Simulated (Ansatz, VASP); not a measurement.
# Cross-check of Ga2S3 (alpha-Ga2S3 ferroelectric layer monolayer) between VASP and Ansatz

Wanted: the spread between two codes on one cell, functional and k mesh. Of the first pair: The structure shown is the start of the Ansatz relaxation below; VASP solves that cell, so the two are compared at the walk's first step.

Calculated with Ansatz 0.2.0; plane waves, with VASP 6.6.1 beside it; single point at PBE with D3(BJ).

### Step 1. The structure

The cell holds 5 atoms: 3 S and 2 Ga. Its edges and angles: a = 3.650 Å, b = 3.650 Å, c = 43.404 Å, α = 90.0°, β = 90.0°, γ = 120.0°. Vacuum lies along c.

### Step 2. Ansatz: relaxation, PBE with D3(BJ)

Ansatz runs on its default PAW (the set named soft_2) files.

The two programs are compared at the cell with which this relaxation starts, whose forces are those of its first step.

File input.yaml:

```yaml
crystal:
  lattice:
    - [3.65, 0.0, 0.0]
    - [-1.825, 3.1609927238, 0.0]
    - [0.0, 0.0, 43.4042854862]
  atoms:
    - { symbol: S, position: [0.0, 0.0, 0.4285291139] }
    - { symbol: Ga, position: [0.3333333333, 0.6666666667, 0.454505918] }
    - { symbol: S, position: [0.3333333333, 0.6666666667, 0.5068049013] }
    - { symbol: Ga, position: [0.6666666667, 0.3333333333, 0.5426718865] }
    - { symbol: S, position: [0.0, 0.0, 0.5714708861] }
  periodic: [true, true, false]
kpoints:
  mp_grid: { grid: [12, 12, 1] }
hamiltonian:
  xc: pbe
  dispersion: d3bj
scf:
  occupations: { method: fermi_dirac, width: 0.05 }
  convergence: { dr2_threshold: 1.0e-09 }
relax:
  f_tol: 0.004
  max_steps: 90
  cell: {}
output:
  write_potential: true
  write_density: true
  volumetric_format: npy
```

Run with:

```
ansatz run input.yaml --threads 2 --pin off --max-ram 3072MiB --backend cpu --events-out ev --progress --plain --runs-dir out
```

Numbers of over 12 decimals in the logs are rounded to 6 here.

The log of the run:

```text
Warning: relax.cell: scf.convergence.dr2_threshold = 1e-9 eV is looser than the 1.90418979045e-10 eV advised for a relaxation that steers and ends on the stress (1e-10 eV for each atom of the cell: 5, times the square of relax.cell.stress_2d_tol = 0.05 N/m over 16.2 Å (the atoms' height at the walk's start and 5 Å past either face), 3.086e-2 GPa, over a crystal's default 0.05). What an SCF threshold leaves in a stress goes as its square root, and in the free energy as the threshold itself, and one threshold admits the most on a small cell: [figures from the program's tests cut] Set scf.convergence.dr2_threshold to 1.90418979045e-10 eV or tighter. [rest of the remark cut]
Engine: ansatz 0.2.0, aarch64-unknown-linux-gnu
Pseudopotentials: kind: paw
Pseudopotential: S, paw, valence charge 6, recommended cutoff 420 eV (normal), S.paw.azcp
Pseudopotential: Ga, paw, valence charge 13, recommended cutoff 420 eV (normal), Ga.paw.azcp
Functional definition: PBE
  parameter kappa = 0.804
  parameter beta = 0.066725
  exchange = pbe_x(kappa = kappa, mu = beta*pi^2/3)
  correlation = pbe_c(beta = beta)
Crystal: 5 atoms, lattice volume = 500.782 Å³
Basis set: ecut = 420 eV, 9649 PW (Γ), exchange–correlation on 50×50×600 points (8 copies of the dense FFT grid, shifted against one another)
Bands: 27, of which v1, the nominal top of the filled ones, is band 22 counted from 1 (21 counted from 0)
Symmetry: 6 space group operations
Space group: P3m1 (ITA 156), of the structure as read, at distance tolerance 7.9e-5 Å
k-points: 19 of 144 (time reversal used)
Non-local potential: S, projectors of the file, l = 0: 2, l = 1: 2, l = 2: 2
Non-local potential: Ga, projectors of the file, l = 0: 2, l = 1: 2, l = 2: 3, l = 3: 1
PAW form: soft (Blöchl's): semilocal exchange-correlation on the pseudo side does not see the compensation charge
PAW one-centre angular grid: S, 110 points (default); XC on 64 Gauss nodes
PAW one-centre angular grid: Ga, 590 points (default); XC on 64 Gauss nodes
Initial density: superposition of atomic densities (neutral atoms: chi_scale 0, normalization atom), corrected by the library's trained network
Initial wavefunctions: pseudopotential atomic-orbital guess
Functional: x = pbe(κ = 0.804, μ = 0.219515), c = pbe(β = 0.066725)
SCF iter   1: F=—  HF=-10276.291381 eV  |F-HF|=—  |Δ(HF+E_count)|=         —  Δρ=9.28e-4  dr2=5.02e-2  ethr=1.77e-3  ⟨swp⟩=12.2  Hψ=3593  notcnv=0
preconditioner: auto → Resta (q_TF=auto, 1.819 Å⁻¹)  ε∞=1.7  [insulator: Δε(μ)=1.601 eV  Ē_g=13.443 eV  σ=0.050 eV  W_gap=1.00  n_scr=24 (ndim 8)  ℏωp=11.0 eV  f_vac=0.771  D(μ)=0.00/eV (n_scr^D=0)  ε∞_Penn≈1.7  vacuum switching on, ρ_ref=1.3e-2 e/Å³]
SCF iter   2: F=—  HF=-10276.308723 eV  |F-HF|=—  |Δ(HF+E_count)|=   1.73e-2  Δρ=1.80e-3  dr2=2.57e-1  ethr=1.14e-4  ⟨swp⟩=4.8  Hψ=1361  notcnv=0  defer=11
SCF iter   3: F=—  HF=-10276.285986 eV  |F-HF|=—  |Δ(HF+E_count)|=   2.27e-2  Δρ=3.08e-4  dr2=1.40e-3  ethr=1.14e-4  ⟨swp⟩=3.7  Hψ=873  notcnv=0  defer=9
SCF iter   4: F=—  HF=-10276.286183 eV  |F-HF|=—  |Δ(HF+E_count)|=   1.97e-4  Δρ=1.64e-4  dr2=3.36e-4  ethr=3.18e-6  ⟨swp⟩=3.3  Hψ=1446  notcnv=0  defer=8
SCF iter   5: F=—  HF=-10276.286330 eV  |F-HF|=—  |Δ(HF+E_count)|=   1.47e-4  Δρ=6.06e-5  dr2=1.21e-5  ethr=7.65e-7  ⟨swp⟩=2.4  Hψ=728  notcnv=0  defer=8
SCF iter   6: F=—  HF=-10276.286300 eV  |F-HF|=—  |Δ(HF+E_count)|=   2.98e-5  Δρ=3.28e-5  dr2=3.63e-6  ethr=2.75e-8  ⟨swp⟩=2.8  Hψ=1092  notcnv=0  defer=8
SCF iter   7: F=—  HF=-10276.286293 eV  |F-HF|=—  |Δ(HF+E_count)|=   6.42e-6  Δρ=8.00e-6  dr2=3.44e-7  ethr=8.25e-9  ⟨swp⟩=3.3  Hψ=1209  notcnv=0  defer=8
SCF iter   8: F=—  HF=-10276.286294 eV  |F-HF|=—  |Δ(HF+E_count)|=   3.99e-7  Δρ=2.24e-6  dr2=2.76e-8  ethr=7.83e-10  ⟨swp⟩=2.9  Hψ=1078  notcnv=0  defer=8
SCF iter   9: F=—  HF=-10276.286294 eV  |F-HF|=—  |Δ(HF+E_count)|=   6.96e-8  Δρ=9.50e-7  dr2=9.02e-9  ethr=6.28e-11  ⟨swp⟩=2.7  Hψ=1082  notcnv=0  defer=8
SCF iter  10: F=-10276.286294 eV  HF=-10276.286294 eV  |F-HF|=4.97e-9  |Δ(HF+E_count)|=   1.74e-8  Δρ=2.91e-7  dr2=6.09e-10  ethr=2.27e-12  ⟨swp⟩=8.7  Hψ=4531  notcnv=0
SCF 1 converged in 10 iterations: F = -10276.286294 eV  dr2 = 6.09e-10
  greatest PAW one-centre occupation: 0.996 electrons in one spin orbital (limit 2), on the Ga atom at site 3 (counted from 0), in its partial waves of l = 2
[...]
SCF iter   4: F=—  HF=-10276.431620 eV  |F-HF|=—  |Δ(HF+E_count)|=   2.20e-8  Δρ=1.42e-6  dr2=1.02e-8  ethr=4.51e-10  ⟨swp⟩=2.5  Hψ=799  notcnv=0
SCF iter   5: F=—  HF=-10276.431620 eV  |F-HF|=—  |Δ(HF+E_count)|=   1.63e-9  Δρ=5.00e-7  dr2=2.75e-9  ethr=2.31e-11  ⟨swp⟩=3.3  Hψ=1106  notcnv=0
SCF iter   6: F=-10276.431620 eV  HF=-10276.431620 eV  |F-HF|=1.56e-10  |Δ(HF+E_count)|=  7.28e-12  Δρ=2.45e-7  dr2=2.55e-10  ethr=2.27e-12  ⟨swp⟩=10.9  Hψ=4006  notcnv=0
SCF 7 converged in 6 iterations: F = -10276.431620 eV  dr2 = 2.55e-10
relax step   7: F+E_penalty+E_count = -10276.43161978 eV  Δ(F+E_penalty+E_count) = -5.937e-6 eV  max|allowed force component| = 1.281e-3 eV/Å  Δτ_max = 0.0003 Å  P = -0.002 N/m  Ω = 488.388 Å³  energy of the carried Pulay correction = +4.963e-4 eV  fix = [c, alpha, beta]  reactions: c -0.000 N/m  (6 SCF iters, accepted)
Initial wavefunctions: pseudopotential atomic-orbital guess (no wavefunctions were taken with the density)
iter 1 solved again at ethr=4.11e-7 eV; its pass at ethr=3.10e-3 eV (dr2=1.81e-4 eV) is discarded
SCF iter   1: F=—  HF=-10276.431200 eV  |F-HF|=—  |Δ(HF+E_count)|=         —  Δρ=1.23e-5  dr2=2.49e-7  ethr=4.11e-7  ⟨swp⟩=5.1  Hψ=5942  notcnv=0
eigensolver tolerance schedule: the retry pair's looser diagonalisation over-reported the residual by 725.98 of it (diagonalisation noise at 0.11 of the residual, at the tolerance the schedule requests for it); recorded, not acted on — ethr = c·dr2/N_el stays at c = 1.0e-1
SCF iter   2: F=—  HF=-10276.431101 eV  |F-HF|=—  |Δ(HF+E_count)|=   9.95e-5  Δρ=1.09e-5  dr2=2.51e-7  ethr=5.66e-10  ⟨swp⟩=3.9  Hψ=1501  notcnv=0
SCF iter   3: F=—  HF=-10276.431101 eV  |F-HF|=—  |Δ(HF+E_count)|=   9.00e-8  Δρ=1.90e-6  dr2=9.31e-8  ethr=5.66e-10  ⟨swp⟩=2.0  Hψ=860  notcnv=0
SCF iter   4: F=—  HF=-10276.431101 eV  |F-HF|=—  |Δ(HF+E_count)|=   6.56e-9  Δρ=1.69e-6  dr2=2.10e-7  ethr=2.12e-10  ⟨swp⟩=2.7  Hψ=1054  notcnv=0
SCF iter   5: F=—  HF=-10276.431101 eV  |F-HF|=—  |Δ(HF+E_count)|=   2.13e-8  Δρ=3.70e-7  dr2=1.92e-9  ethr=2.12e-10  ⟨swp⟩=2.4  Hψ=675  notcnv=0
SCF iter   6: F=-10276.431101 eV  HF=-10276.431101 eV  |F-HF|=3.44e-10  |Δ(HF+E_count)|=  2.98e-10  Δρ=2.00e-7  dr2=1.96e-10  ethr=2.27e-12  ⟨swp⟩=15.6  Hψ=4875  notcnv=0
SCF 8 converged in 6 iterations: F = -10276.431101 eV  dr2 = 1.96e-10
relax step   8: F+E_penalty+E_count = -10276.43110093 eV  Δ(F+E_penalty+E_count) = +5.189e-4 eV  max|allowed force component| = 1.305e-3 eV/Å  Δτ_max = 0.0000 Å  P = -0.000 N/m  Ω = 488.388 Å³  fix = [c, alpha, beta]  reactions: c -0.000 N/m  stress off target by 9.69e-5 N/m on what of the cell is left free  SCF on the basis re-selected at this cell (its energy is not comparable with the rows above)  (6 SCF iters)
basis re-selected at this cell: Δ(F+E_penalty+E_count) = +5.189e-4 eV, ΔP = +0.002 N/m vs the last step (what re-selecting the basis moved, of the pressure what is left beyond the Pulay correction that the steps carried, after the strain that the cell walked since its last selection, with what the two solves' SCF thresholds leave and, on support functions, any second-order correction that the steps lacked; it is no m [...]
WARN: The output density's exchange-correlation potential varies sharply where the density is thin. Do not read a vacuum level from v_tot or v_xc, or from such a field of the output density. On a cell that repeats whose density bears no net charge and no dipole along the vacuum's axis use v_es (v_loc + v_h of the components); under efield.dipole_correction with no amplitude use v_es + v_field, which holds any externa [...]
SCF converged after 6 iterations
Free energy (F): -10276.431101 eV
Harris-Foulkes:  -10276.431101 eV  (|F-HF|=3.44e-10)
Internal energy: -10276.431101 eV  (E = F + TS)
E sigma→0 (E₀):  -10276.431101 eV
Fermi energy:    -5.146152 eV
--- Per-component energies (eV) ---
  E_band       = -685.388802
  E_kinetic    = 551.146133
  E_local      = -134545.181289  (includes V_loc(G=0)·N_el)
  E_nonlocal   = 941.110760
  E_hartree    = 66796.523504
  E_xc         = -427.603265
  E_vxc        = -376.052481  (∫ρ·V_xc dr)
  E_paw        = -5785.725362  (= ΣΔE_a)
  E_vpaw       = -849.457161  (= ΣTr[D̂ρ^β])
  E_aug_tail   = -0.000211  (compensation charges beyond the density's cutoff)
  E_ewald      = 62194.506238
  E_disp       = -1.207611  (pairwise vdW)
  E_smearing   = -0.000000  (= −TS)
  E_closure    = -0.000000  (closes the sum)
  Σ components = -10276.431101   (vs F -10276.431101, Δ=0.00e0)
--- Forces (eV/Å), atoms counted from 1 ---
  atom   1  S     -0.00000000     0.00000000     0.00041972
  atom   2  Ga     0.00000000    -0.00000000    -0.00130549
  atom   3  S     -0.00000000     0.00000000     0.00105577
  atom   4  Ga     0.00000000     0.00000000    -0.00018710
  atom   5  S      0.00000000    -0.00000000     0.00001594
  max |Σ_I F_I| component: 1.16e-6 eV/Å
--- 2D stress c σ (N/m, compression-positive) ---
       -0.000097      -0.000000       0.000000
       -0.000000      -0.000097      -0.000000
        0.000000      -0.000000      -0.000000
  P = ½ c Tr σ = -0.0001 N/m
--- Band table (eV; the first three rows and the last of 19) ---
  k-point 0: bands = [... 18 lower, -6.3804, -6.3804, -6.2699, -6.2699, -4.2987, -2.9637, -1.5581, -1.1508, ... 1 higher]
  k-point 1: bands = [... 18 lower, -6.9400, -6.6807, -6.4378, -6.1159, -3.9126, -2.6542, -1.4832, -1.1432, ... 1 higher]
  k-point 2: bands = [... 18 lower, -7.2689, -7.1044, -6.8528, -6.0724, -3.4136, -2.5565, -1.7556, -0.7714, ... 1 higher]
  k-point 18: bands = [... 18 lower, -8.8535, -8.5249, -7.9901, -6.4805, -3.5436, -2.7806, -1.3266, -0.3807, ... 1 higher]
  the weakly bound empty levels are not read free of the cell's end (no_gap_told)
--- Relaxed structure (7 steps of the walk, 6 accepted, 1 SCFs on fresh bases) ---
  F+E_penalty+E_count = -10276.43110093 eV   max|allowed force component| = 1.305e-3 eV/Å   (the final SCF, on the basis selected at the relaxed cell)
  cell:  # Å, volume = 488.3882 Å³
    - [3.604549, 0, 0]
    - [-1.802275, 3.121631, 0]
    - [0, 0, 43.4042854862]
  atoms:
    - { symbol: S, position: [-1.4802973661453342e-17, -3.3306690739077814e-17, 0.431367] }
    - { symbol: Ga, position: [0.333333, 0.666667, 0.455812] }
    - { symbol: S, position: [0.333333, 0.666667, 0.506554] }
    - { symbol: Ga, position: [0.666667, 0.333333, 0.541917] }
    - { symbol: S, position: [-1.4802973661453342e-17, -3.3306690739077814e-17, 0.568332] }
```

### Step 3. VASP: single point, PBE with D3(BJ), start cell, pair 1

The same cell, functional, mesh and smearing now go to VASP, with its own data sets.

Lines of VASP's logs that name or quote its potential files are left out, and so is its time.

File INCAR:

```
SYSTEM = Ga2S3
PREC = Accurate
ENCUT = 400
EDIFF = 1E-06
NELM = 120
ISMEAR = -1
SIGMA = 0.05
LREAL = .FALSE.
ALGO = Normal
GGA = PE
IVDW = 12
NBANDS = 28
LORBIT = 11
LWAVE = .FALSE.
LCHARG = .FALSE.
ISIF = 2
LDIPOL = .TRUE.
IDIPOL = 3
DIPOL = 0.5 0.5 0.501
LVHAR = .TRUE.
LASPH = .TRUE.
GGA_COMPAT = .FALSE.
EFERMI = MIDGAP
NELMDL = -8
KPAR = 2
```

File POSCAR:

```
Ga2S3
1.0
    3.6500000000      0.0000000000      0.0000000000
   -1.8250000000      3.1609930000      0.0000000000
    0.0000000000      0.0000000000     43.4042850000
S Ga
3 2
Direct
    0.9999998946      0.9999997891      0.4285291187
    0.3333332279      0.6666664558      0.5068049157
    0.9999998946      0.9999997891      0.5714708813
    0.3333332279      0.6666664558      0.4545059318
    0.6666665612      0.3333331225      0.5426718814
```

File KPOINTS:

```
Automatic mesh
0
Gamma
12 12 1
0 0 0
```

Potentials, in the order of the species: S and Ga_d (PBE family, release 64).

Run with:

```
mpirun -np 2 vasp_std
```

The log of the run:

```text
[banner, memory and clock lines left out]
running    2 mpi-ranks, on    1 nodes
 distrk:  each k-point on    1 cores,    2 groups
 distr:  one band on    1 cores,    1 groups

 POSCAR found type information on POSCAR S Ga
 POSCAR found :  2 types and       5 ions
 LDA part: xc-table for (Slater+PW92), standard interpolation
 POSCAR, INCAR and KPOINTS ok, starting setup
 FFT: planning ... GRIDC
 FFT: planning ... GRID_SOFT
 FFT: planning ... GRID
 WAVECAR not read
 entering main loop
       N       E                     dE             d eps       ncg     rms          rms(c)
DAV:   1     0.292953169777E+03    0.29295E+03   -0.15969E+04  1256   0.105E+03
DAV:   2     0.217372335991E+02   -0.27122E+03   -0.26638E+03  1488   0.250E+02
DAV:   3    -0.198932254375E+02   -0.41630E+02   -0.41357E+02  1428   0.101E+02
DAV:   4    -0.219531437015E+02   -0.20599E+01   -0.20554E+01  1584   0.258E+01
DAV:   5    -0.219838566296E+02   -0.30713E-01   -0.30697E-01  1496   0.316E+00
DAV:   6    -0.219846965686E+02   -0.83994E-03   -0.83983E-03  1640   0.530E-01
DAV:   7    -0.219847144662E+02   -0.17898E-04   -0.17896E-04  1496   0.764E-02
DAV:   8    -0.219847149628E+02   -0.49658E-06   -0.49651E-06  1500   0.120E-02    0.956E+00
DAV:   9    -0.210770408090E+02    0.90767E+00   -0.21558E+00  1672   0.322E+01    0.716E+00
DAV:  10    -0.210659973416E+02    0.11043E-01   -0.12073E+00  1276   0.722E+00    0.176E+00
DAV:  11    -0.210519992505E+02    0.13998E-01   -0.17831E-01  1424   0.481E+00    0.989E-01
DAV:  12    -0.210497698790E+02    0.22294E-02   -0.29578E-02  1488   0.107E+00    0.536E-01
DAV:  13    -0.210497266198E+02    0.43259E-04   -0.44846E-03  1216   0.560E-01    0.215E-01
DAV:  14    -0.210497804901E+02   -0.53870E-04   -0.10850E-03  1380   0.238E-01    0.113E-01
[...]
DAV:  20    -0.210501339509E+02   -0.66327E-04   -0.38110E-06  1016   0.816E-03    0.635E-03
DAV:  21    -0.210501755710E+02   -0.41620E-04   -0.12240E-06  1028   0.504E-03    0.428E-03
DAV:  22    -0.210501950052E+02   -0.19434E-04   -0.12987E-06   944   0.462E-03    0.223E-03
DAV:  23    -0.210502090986E+02   -0.14093E-04   -0.25515E-07   860   0.311E-03    0.156E-03
DAV:  24    -0.210502133906E+02   -0.42920E-05   -0.12881E-07   868   0.226E-03    0.186E-03
DAV:  25    -0.210502174446E+02   -0.40540E-05   -0.57000E-08   792   0.109E-03    0.533E-04
DAV:  26    -0.210502193186E+02   -0.18740E-05   -0.41414E-08   844   0.875E-04    0.583E-04
DAV:  27    -0.210502195263E+02   -0.20770E-06   -0.38042E-09   728   0.421E-04
   1 F= -.22196378E+02 E0= -.22196378E+02  d E =-.536204E-07
```

Parts of OUTCAR (step 3):

```text
ion  position               nearest neighbor table
   1  1.000  1.000  0.429-   4 2.39   4 2.39   4 2.39
   2  0.333  0.667  0.507-   4 2.27   5 2.62   5 2.62   5 2.62
   3  1.000  1.000  0.571-   5 2.45   5 2.45   5 2.45
   4  0.333  0.667  0.455-   2 2.27   1 2.39   1 2.39   1 2.39
   5  0.667  0.333  0.543-   3 2.45   3 2.45   3 2.45   2 2.62   2 2.62   2 2.62

  LATTYP: Found a hexagonal cell.
 ALAT       =     3.6500000000
 C/A-ratio  =    11.8915849315

 Subroutine GETGRP returns: Found  6 space group operations
 (whereof  6 operations were pure point group operations)

The static configuration has the point symmetry C_3v.

 Found     19 irreducible k-points:

   k-points           NKPTS =     19   k-points in BZ     NKDIM =     19   number of bands    NBANDS=     28

   dimension x,y,z NGX =    24 NGY =   24 NGZ =  288
   dimension x,y,z NGXF=    48 NGYF=   48 NGZF=  576

   ENCUT  =  400.0 eV  29.40 Ry    5.42 a.u.   5.95  5.95 70.78*2*pi/ulx,y,z

   NELECT =      44.0000    total number of electrons

 k-points in reciprocal lattice and weights: Automatic mesh
   0.00000000  0.00000000  0.00000000       0.007
   0.08333333  0.00000000  0.00000000       0.042
   0.16666667  0.00000000  0.00000000       0.042
   0.25000000  0.00000000  0.00000000       0.042
   0.33333333  0.00000000  0.00000000       0.042
   0.41666667  0.00000000  0.00000000       0.042
   0.50000000  0.00000000  0.00000000       0.021
   0.08333333  0.08333333  0.00000000       0.042
   0.16666667  0.08333333  0.00000000       0.083
[...]
0.33333333  0.25000000  0.00000000       0.083
   0.33333333  0.33333333  0.00000000       0.014

 dipolmoment           0.000000      0.000000      0.097154 electrons x Angstroem

 average (electrostatic) potential at core
       1 -95.7937       2 -94.7883       3 -94.2514       4 -74.6384       5 -73.6487

 E-fermi :  -3.2179

 k-point     1 :       0.0000    0.0000    0.0000
  band No.  band energies     occupation
    ...
     18      -5.2937      2.00000
     19      -4.3649      2.00000
     20      -4.3649      2.00000
     21      -4.0441      2.00000
     22      -4.0441      2.00000
     23      -2.5614      0.00000
     24      -1.2054      0.00000
     25       0.4547      0.00000
     26       0.8541      0.00000
     27       1.0196      0.00000
    ...

 k-point     2 :       0.0833    0.0000    0.0000
  band No.  band energies     occupation
    ...
     18      -5.3386      2.00000
     19      -4.7962      2.00000
     20      -4.5530      2.00000
     21      -4.3355      2.00000
     22      -3.9950      2.00000
     23      -2.2177      0.00000
     24      -0.9132      0.00000
     25       0.4926      0.00000
     26       0.8828      0.00000
     27       1.0968      0.00000
    ...

 k-point     3 :       0.1667    0.0000    0.0000
  band No.  band energies     occupation
    ...
     18      -5.9277      2.00000
     19      -5.2618      2.00000
     20      -4.9085      2.00000
     21      -4.8283      2.00000
     22      -3.9997      2.00000
     23      -1.7634      0.00000
     24      -0.7418      0.00000
     25       0.0735      0.00000
     26       1.1990      0.00000
     27       1.3994      0.00000
    ...

 Edisp (eV)   -1.14616

  Total      -2.56277    -2.56277    -4.64383     0.00000     0.00000     0.00000
  in kB      -8.19921    -8.19921   -14.85723     0.00000     0.00000     0.00000
  external pressure =      -10.42 kB  Pullay stress =        0.00 kB

  energy-cutoff  :      400.00
  volume of cell :      500.78
      direct lattice vectors                 reciprocal lattice vectors
     3.650000000  0.000000000  0.000000000     0.273972603  0.158178142  0.000000000
    -1.825000000  3.160993000  0.000000000     0.000000000  0.316356284  0.000000000
     0.000000000  0.000000000 43.404285000     0.000000000  0.000000000  0.023039200

 POSITION                                       TOTAL-FORCE (eV/Angst)
 -----------------------------------------------------------------------------------
      1.82500      3.16099     18.60000         0.000000     -0.000000      0.716184
      0.00000      2.10733     21.99751        -0.000000     -0.000000     -0.299379
      1.82500      3.16099     24.80429         0.000000     -0.000000     -1.053121
      0.00000      2.10733     19.72750         0.000000      0.000000      0.030070
      1.82500      1.05366     23.55429         0.000000     -0.000000      0.606246
 -----------------------------------------------------------------------------------
    total drift:                                0.000000      0.001389     -0.004901

  FREE ENERGIE OF THE ION-ELECTRON SYSTEM (eV)
  ---------------------------------------------------
  free  energy   TOTEN  =       -22.1963779553 eV

  energy  without entropy=      -22.1963779016  energy(sigma->0) =      -22.19637793

 vacuum level on the upper side and lower side of the slab         2.793         1.270

 total charge
# of ion       s       p       d       tot
------------------------------------------
    1        1.351   2.344   0.000   3.694
    2        1.347   2.362   0.000   3.709
    3        1.359   2.312   0.000   3.672
    4        0.831   0.705  10.034  11.571
    5        0.781   0.609  10.040  11.429
--------------------------------------------------
tot          5.669   8.332  20.074  34.075

[... 3 further parts left out ...]
```

[end of part 1 of 2]

[Lines on the potential files, build, host, timing and source positions are cut from VASP's logs without a mark.]

[Logs are printed without paths, hosts, clocks, repeated set-up lines and the standing remarks that a program may print on its own settings, such as how far it seeks lower states.]

[Hosts, paths, dates, database ids (printed as entryN), source tags and the programs' standing remarks are cut or masked in the printed files.]
